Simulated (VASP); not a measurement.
Computed with vdW-DF2, VASP's PBE PAW potentials (set 64) (plane waves; VASP 6.6.1).

A VASP calculation is set up with these files.

POSCAR:
```
CdTe
1
    0.0000000000     3.2400000000     3.2400000000
    3.2400000000     0.0000000000     3.2400000000
    3.2400000000     3.2400000000     0.0000000000
Cd Te
1 1
Direct
  0.0000000000   0.0000000000   0.0000000000
  0.2500000000   0.2500000000   0.2500000000
```

INCAR:
```
SYSTEM = CdTe
PREC = Accurate; ENCUT = 520; LREAL = .False.
LASPH = .True.
EDIFF = 1E-6; NELM = 100; ALGO = Normal
LMAXMIX = 4
ISMEAR = 0; SIGMA = 0.05
GGA = ML; LUSE_VDW = .True.; AGGAC = 0.0
ZAB_VDW = -1.8867
IBRION = 2; NSW = 60; ISIF = 3
EDIFFG = -0.01
LWAVE = .False.; LCHARG = .False.
```

KPOINTS:
```
Automatic mesh
0
Gamma
6 6 6
0 0 0
```

POTCAR, in this order: Cd Te (PBE.64 set). Program: vasp_std.

Output of the run:

**OUTCAR**
```
 ion  position               nearest neighbor table
   1  0.000  0.000  0.000-   2 2.81   2 2.81   2 2.81   2 2.81
   2  0.250  0.250  0.250-   1 2.81   1 2.81   1 2.81   1 2.81
  LATTYP: Found a face centered cubic cell.
 ALAT       =     6.4800000000
 Subroutine PRICEL returns:
 Original cell was already a primitive cell.
 Subroutine GETGRP returns: Found 24 space group operations
The static configuration has the point symmetry T_d .
The dynamic configuration has the point symmetry T_d .
 Subroutine INISYM returns: Found 24 space group operations
 Subroutine IBZKPT returns following result:
 Found     16 irreducible k-points:

 Following reciprocal coordinates:
            Coordinates               Weight
  0.000000  0.000000  0.000000      1.000000
  0.166667  0.000000  0.000000      8.000000
  0.333333  0.000000  0.000000      8.000000
  0.500000  0.000000  0.000000      4.000000
  0.166667  0.166667  0.000000      6.000000
  0.333333  0.166667  0.000000     24.000000
  0.500000  0.166667  0.000000     24.000000
 -0.333333  0.166667  0.000000     24.000000
 -0.166667  0.166667  0.000000     12.000000
  0.333333  0.333333  0.000000      6.000000
  0.500000  0.333333  0.000000     24.000000
 -0.333333  0.333333  0.000000     12.000000
  0.500000  0.500000  0.000000      3.000000
  0.500000  0.333333  0.166667     24.000000
 -0.333333  0.333333  0.166667     24.000000
 -0.333333  0.500000  0.166667     12.000000
   k-points           NKPTS =     16   k-points in BZ     NKDIM =     16   number of bands    NBANDS=     13
   number of dos      NEDOS =    301   number of ions     NIONS =      2
   total plane-waves  NPLWV =  46656
   dimension x,y,z NGX =    36 NGY =   36 NGZ =   36
   dimension x,y,z NGXF=    72 NGYF=   72 NGZF=   72
   ions per type =               1   1
   PREC   = accura    normal or accurate (medium, high low for compatibility)
   ISTART =      0    job   : 0-new  1-cont  2-samecut
...
```

File OSZICAR:
```
       N       E                     dE             d eps       ncg     rms          rms(c)
DAV:   1     0.110979662991E+03    0.11098E+03   -0.85551E+03   424   0.121E+03
DAV:   2     0.477525288149E+01   -0.10620E+03   -0.10287E+03   476   0.279E+02
DAV:   3     0.698615382198E+00   -0.40766E+01   -0.40707E+01   506   0.572E+01
DAV:   4     0.660908447670E+00   -0.37707E-01   -0.37703E-01   584   0.496E+00
DAV:   5     0.660795883904E+00   -0.11256E-03   -0.11256E-03   481   0.256E-01    0.561E+00
DAV:   6     0.911900426925E+00    0.25110E+00   -0.51793E-01   466   0.887E+00    0.449E+00
DAV:   7     0.926348212763E+00    0.14448E-01   -0.13543E-01   456   0.265E+00    0.172E+00
DAV:   8     0.925407399701E+00   -0.94081E-03   -0.10067E-02   431   0.142E+00    0.470E-01
DAV:   9     0.925129205788E+00   -0.27819E-03   -0.15881E-03   461   0.478E-01    0.116E-01
DAV:  10     0.925113346579E+00   -0.15859E-04   -0.10571E-04   487   0.122E-01    0.800E-02
DAV:  11     0.925096805442E+00   -0.16541E-04   -0.67573E-05   451   0.909E-02    0.272E-02
DAV:  12     0.925096922876E+00    0.11743E-06   -0.38371E-06   451   0.191E-02
   1 F= 0.92509692E+00 E0= 0.92509692E+00  d E =0.925097E+00
       N       E                     dE             d eps       ncg     rms          rms(c)
DAV:   1    -0.448624707938E+01   -0.54113E+01   -0.12277E+02   441   0.150E+02    0.279E+01
DAV:   2    -0.596234789073E-01    0.44266E+01   -0.10467E+01   416   0.469E+01    0.882E+00
DAV:   3     0.559275615407E+00    0.61890E+00   -0.10028E+00   451   0.129E+01    0.823E+00
DAV:   4     0.738778421058E+00    0.17950E+00   -0.30169E-01   426   0.490E+00    0.267E+00
DAV:   5     0.748985407564E+00    0.10207E-01   -0.15155E-02   456   0.114E+00    0.445E-01
DAV:   6     0.749527457378E+00    0.54205E-03   -0.16270E-03   492   0.404E-01    0.160E-01
DAV:   7     0.749509435216E+00   -0.18022E-04   -0.28734E-04   446   0.219E-01    0.451E-02
DAV:   8     0.749507073257E+00   -0.23620E-05   -0.46265E-05   461   0.769E-02    0.155E-02
DAV:   9     0.749508396621E+00    0.13234E-05   -0.86590E-06   446   0.392E-02    0.857E-03
DAV:  10     0.749508958368E+00    0.56175E-06   -0.16385E-07   228   0.457E-03
   2 F= 0.74950896E+00 E0= 0.74970511E+00  d E =-.175588E+00
       N       E                     dE             d eps       ncg     rms          rms(c)
DAV:   1     0.487835824825E+00   -0.26167E+00   -0.51920E+00   466   0.277E+01    0.344E+00
DAV:   2     0.717281321840E+00    0.22945E+00   -0.69884E-01   436   0.118E+01    0.100E+00
DAV:   3     0.737412149006E+00    0.20131E-01   -0.56947E-02   446   0.224E+00    0.821E-01
DAV:   4     0.739981182031E+00    0.25690E-02   -0.33317E-03   444   0.473E-01    0.221E-01
DAV:   5     0.740201774187E+00    0.22059E-03   -0.41773E-04   519   0.245E-01    0.958E-02
DAV:   6     0.740191922202E+00   -0.98520E-05   -0.11928E-04   465   0.115E-01    0.313E-02
DAV:   7     0.740198292353E+00    0.63702E-05   -0.46174E-06   446   0.222E-02    0.985E-03
DAV:   8     0.740198333735E+00    0.41382E-07   -0.88289E-07   308   0.927E-03
   3 F= 0.74019833E+00 E0= 0.74032881E+00  d E =-.184899E+00
       N       E                     dE             d eps       ncg     rms          rms(c)
DAV:   1     0.738791355302E+00   -0.14069E-02   -0.29753E-02   466   0.214E+00    0.282E-01
DAV:   2     0.740048137602E+00    0.12568E-02   -0.35513E-03   436   0.863E-01    0.866E-02
DAV:   3     0.740178212531E+00    0.13007E-03   -0.34383E-04   451   0.187E-01    0.742E-02
DAV:   4     0.740206031724E+00    0.27819E-04   -0.23205E-05   426   0.396E-02    0.158E-02
DAV:   5     0.740210111205E+00    0.40795E-05   -0.37141E-06   436   0.243E-02    0.705E-03
DAV:   6     0.740210865107E+00    0.75390E-06   -0.67962E-07   213   0.930E-03
   4 F= 0.74021087E+00 E0= 0.74035551E+00  d E =-.184886E+00
       N       E                     dE             d eps       ncg     rms          rms(c)
DAV:   1     0.739849197719E+00   -0.36091E-03   -0.72253E-03   466   0.105E+00    0.137E-01
DAV:   2     0.740162592352E+00    0.31339E-03   -0.86875E-04   436   0.425E-01    0.419E-02
DAV:   3     0.740190966944E+00    0.28375E-04   -0.82371E-05   451   0.911E-02    0.358E-02
DAV:   4     0.740190882503E+00   -0.84441E-07   -0.54763E-06   426   0.193E-02
   5 F= 0.74019088E+00 E0= 0.74032859E+00  d E =-.199826E-04
```

### OUTCAR
```
------------------------ aborting loop because EDIFF is reached ----------------------------------------
  FORCE on cell =-STRESS in cart. coord.  units (eV):
  Direction    XX          YY          ZZ          XY          YZ          ZX
  --------------------------------------------------------------------------------------
  Total       -0.0144590     -0.0144590     -0.0144590      0.0000000      0.0000000      0.0000000
  in kB       -0.2932356     -0.2932356     -0.2932356      0.0000000      0.0000000      0.0000000
  external PRESSURE =      -0.2932356 kB  Pullay stress =       0.0000000 kB
  volume of cell :       79.00
      direct lattice vectors                 reciprocal lattice vectors
     0.000000000  3.405657069  3.405657069    -0.146814547  0.146814547  0.146814547
     3.405657069  0.000000000  3.405657069     0.146814547 -0.146814547  0.146814547
     3.405657069  3.405657069  0.000000000     0.146814547  0.146814547 -0.146814547
  FREE ENERGIE OF THE ION-ELECTRON SYSTEM (eV)
  ---------------------------------------------------
  free  energy   TOTEN  =         0.7401908825 eV

  energy  without entropy=        0.7404662982  energy(sigma->0) =        0.74032859

 reached required accuracy - stopping structural energy minimisation
```
(Selected blocks of OUTCAR.)

### CONTCAR
```
CdTe
   1.00000000000000
     0.0000000000000000    3.4056570687274350    3.4056570687274350
     3.4056570687274350    0.0000000000000000    3.4056570687274350
     3.4056570687274350    3.4056570687274350    0.0000000000000000
  Cd              Te
     1     1
Direct
     0.0000000000000000    0.0000000000000000    0.0000000000000000
     0.2500000000000000    0.2500000000000000    0.2500000000000000
```

Energy and stress use the plane-wave basis of the starting cell.

The compound is CdTe in the zinc blende structure. This run relaxes it. Symmetry was kept, so distortions that lower it aren't found.
